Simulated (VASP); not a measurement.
Data:

```
CELL_PARAMETERS angstrom
      0.00000     2.87879     2.87879
      2.87879     0.00000     2.87879
      2.87879     2.87879     0.00000
ATOMIC_POSITIONS crystal
  Ag 0.00000 0.00000 0.00000
  Br 0.50000 0.50000 0.50000
```

Method: rev-vdW-DF2, VASP's PBE PAW potentials (set 64) (plane waves; VASP). Run with 520 eV cut-off, Gaussian smearing of 0.050 eV, potentials Ag Br.

Q: Estimate the band gap (along the path) with the smallest direct gap where there is one.

A: 
| Quantity | Result |
|---|---|
| band gap (along the path) | 0.58 eV |
| smallest direct gap (along the path) | 2.46 eV |

The compound is AgBr in the rock salt structure. It was relaxed first.
